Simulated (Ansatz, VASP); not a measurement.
Two plane-wave programs on Mg3NbO2

```
Mg Nb O
1.0
     2.82527    0.00000    0.00000
     0.00000    2.82527    0.00000
     0.00000    0.00000   10.76671
Mg Nb O
3 1 2
Direct
  0.00000 0.00000 0.72662
  0.00000 0.00000 0.27338
  0.50000 0.50000 0.50000
  0.00000 0.00000 0.00000
  0.50000 0.50000 0.88841
  0.50000 0.50000 0.11159
```

Change from the starting cell: species swapped into the Er2Mg3Ru type (P4/mmm, No. 123).

Alike in both runs: functional PBE; k mesh 6 × 6 × 2; occupations gaussian, width 0.1 eV; no spin polarisation.

Ansatz relaxed the structure, and its values are those at the end. VASP's run is a single point on that final structure, the one shown.

```csv
,VASP,Ansatz
version,VASP 6.6.1,Ansatz 0.2.0
potentials or method,"VASP PAW PBE potentials, release 64 (Mg, Nb_sv, O)","scalar-relativistic, plane waves, PAW"
plane-wave cutoff (eV),520,420
valence electrons in the cell,31,55
```

Ansatz gave:

| Property | Result |
| --- | --- |
| gap on the k mesh at the Fermi level (eV) | none |
| pressure (GPa) | -0.3 |
| rms of the force components (eV/Å) | 0.003 |

Which values does VASP return?

gap on the k mesh at the Fermi level (eV): none; pressure (GPa): -0.5; rms of the force components (eV/Å): 0.002.

A gap of «none» marks a metal or a gap that the smearing closes. With one functional, cell and mesh, what is left measures potentials, basis and numerics. The two sets of potentials don't hold the same shells in valence.

Caveats: the k mesh is coarse (spacing up to 0.37 Å⁻¹), so the values aren't converged; an odd number of electrons without spin polarisation forces a metal; a magnetic or distorted state may lie lower.
